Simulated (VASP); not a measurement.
These are revPBE GGA, VASP's PBE PAW potentials (set 64) (plane waves; VASP 6.6.1) values and carry that method's errors.

VASP ran on this input.

### POSCAR
```
BN
1
    1.2608628022    -2.1838788317     0.0000000000
    1.2608628022     2.1838788317     0.0000000000
    0.0000000000     0.0000000000     8.9059680474
B N
2 2
Direct
  0.3333330000   0.6666670000   0.2500000000
  0.6666670000   0.3333330000   0.7500000000
  0.6666670000   0.3333330000   0.2500000000
  0.3333330000   0.6666670000   0.7500000000
```

INCAR:
```
ALGO  =  Normal
EDIFF  =  1E-7
ENCUT  =  520
GGA  =  RE
ICHARG  =  11
ISMEAR  =  0
LASPH  =  T
LCHARG  =  F
LORBIT  =  11
LREAL  =  F
LWAVE  =  F
NELM  =  100
PREC  =  Accurate
SIGMA  =  0.05
SYSTEM  =  BN
```

KPOINTS:
```
k-points along high-symmetry lines
10
Line-mode
Reciprocal
  0.000000   0.000000   0.000000 ! GAMMA
 -0.000000   0.500000   0.000000 ! M

 -0.000000   0.500000   0.000000 ! M
 -0.333333   0.666667   0.000000 ! K

 -0.333333   0.666667   0.000000 ! K
  0.000000   0.000000   0.000000 ! GAMMA

  0.000000   0.000000   0.000000 ! GAMMA
  0.000000   0.000000   0.500000 ! A

  0.000000   0.000000   0.500000 ! A
 -0.000000   0.500000   0.500000 ! L

 -0.000000   0.500000   0.500000 ! L
 -0.333333   0.666667   0.500000 ! H

 -0.333333   0.666667   0.500000 ! H
  0.000000   0.000000   0.500000 ! A

 -0.000000   0.500000   0.500000 ! L
 -0.000000   0.500000   0.000000 ! M

 -0.333333   0.666667   0.500000 ! H
 -0.333333   0.666667   0.000000 ! K
```

POTCAR, in this order: B N (PBE.64 set). Program: vasp_std. Read from the step before: CHGCAR.

Output of the run:

File OSZICAR:
```
       N       E                     dE             d eps       ncg     rms          rms(c)
DAV:   1     0.715052634512E+02    0.71505E+02   -0.76872E+03  2168   0.117E+03
DAV:   2    -0.264306768117E+02   -0.97936E+02   -0.86006E+02  3152   0.233E+02
DAV:   3    -0.319369721543E+02   -0.55063E+01   -0.54582E+01  2680   0.618E+01
DAV:   4    -0.320166596826E+02   -0.79688E-01   -0.79645E-01  2736   0.786E+00
DAV:   5    -0.320183446390E+02   -0.16850E-02   -0.16848E-02  2756   0.105E+00
DAV:   6    -0.320183992253E+02   -0.54586E-04   -0.54581E-04  2800   0.167E-01
DAV:   7    -0.320184014282E+02   -0.22029E-05   -0.22029E-05  2736   0.289E-02
DAV:   8    -0.320184015318E+02   -0.10360E-06   -0.10360E-06  2436   0.534E-03
DAV:   9    -0.320184015369E+02   -0.50281E-08   -0.49831E-08  2072   0.120E-03
   1 F= -.32018402E+02 E0= -.32018402E+02  d E =-.371758E-16
```

**OUTCAR**
```
 val. band max:        0.2545779521   @ k =  -0.3333   0.6667   0.5000

 cond. band min:       4.8205853773   @ k =  -0.0000   0.0000   0.0000



 k-point     1 :       0.0000    0.0000    0.0000
  band No.  band energies     occupation
      1     -17.3514      2.00000
      2     -17.3313      2.00000
      3      -5.0442      2.00000
      4      -4.6673      2.00000
      5      -1.0890      2.00000
      6      -1.0889      2.00000
      7      -1.0879      2.00000
      8      -1.0878      2.00000
      9       4.8206      0.00000
     10       7.7488      0.00000
     11       9.5772      0.00000
     12      11.7155      0.00000

 k-point     2 :       0.0000    0.0556    0.0000
  band No.  band energies     occupation
      1     -17.2926      2.00000
      2     -17.2728      2.00000
      3      -4.9648      2.00000
      4      -4.5901      2.00000
      5      -1.3443      2.00000
      6      -1.3433      2.00000
      7      -1.2050      2.00000
      8      -1.2037      2.00000
      9       4.9276      0.00000
     10       7.8066      0.00000
     11       9.6959      0.00000
     12      11.7117      0.00000

 k-point     3 :       0.0000    0.1111    0.0000
  band No.  band energies     occupation
      1     -17.1177      2.00000
      2     -17.0984      2.00000
      3      -4.7282      2.00000
      4      -4.3601      2.00000
      5      -2.0476      2.00000
      6      -2.0435      2.00000
      7      -1.5203      2.00000
      8      -1.5189      2.00000
      9       5.2334      0.00000
     10       7.9661      0.00000
     11       9.9727      0.00000
     12      11.6730      0.00000

 k-point     4 :       0.0000    0.1667    0.0000
  band No.  band energies     occupation
      1     -16.8313      2.00000
      2     -16.8129      2.00000
      3      -4.3391      2.00000
      4      -3.9826      2.00000
      5      -3.0537      2.00000
      6      -3.0487      2.00000
      7      -1.9587      2.00000
...
```

The density is held fixed in this step, so its total energy and stress have no physical meaning. Without a dispersion term in the relaxation, distances and binding between the weakly bound layers, chains or molecules are unreliable, and so is what depends on them.

The compound is BN in the hex structure. It was relaxed first, which changed the volume by +36 %.
